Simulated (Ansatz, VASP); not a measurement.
**Two plane-wave programs on LiMg3H**

```
Li Mg H
1.0
     6.25013    0.00000    0.00000
    -3.12506    5.41277    0.00000
     0.00000    0.00000    3.20503
Li Mg H
1 3 1
Cartesian
  0.0000 0.0000 0.0000
  3.1251 0.0000 0.0000
  -1.5625 2.7064 0.0000
  1.5625 2.7064 0.0000
  0.0000 0.0000 1.6025
```

Alike in both runs: task relaxation of cell and atoms; functional PBE; k mesh 9 × 9 × 12; occupations gaussian, width 0.1 eV; no spin polarisation.

|  | VASP | Ansatz |
| --- | --- | --- |
| version | VASP 6.6.1 | Ansatz 0.2.0 |
| potentials or method | VASP PAW PBE potentials, release 64 (Li_sv, Mg, H) | scalar-relativistic, plane waves, PAW |
| plane-wave cutoff (eV) | 600 | 420 |
| valence electrons in the cell | 10 | 34 |

```csv
,VASP,Ansatz,Ansatz less VASP
"gap on the k mesh at the Fermi level, each at its own relaxed structure (eV)",none,none,-
relaxed volume (Å³/atom),21.78,21.89,+0.115
relaxed cell length with the largest relative difference (Å),6.310,6.327,+0.0176
energy change over the relaxation (meV/atom),-1,-2,-0.3
```

A gap of «none» marks a metal or a gap that the smearing closes. The two sets of potentials don't hold the same shells in valence.

Caveats: the cutoff is under 1.25 times the usual one of these potentials, so pressure, stress and relaxed cells hold a basis-set (Pulay) error (VASP).
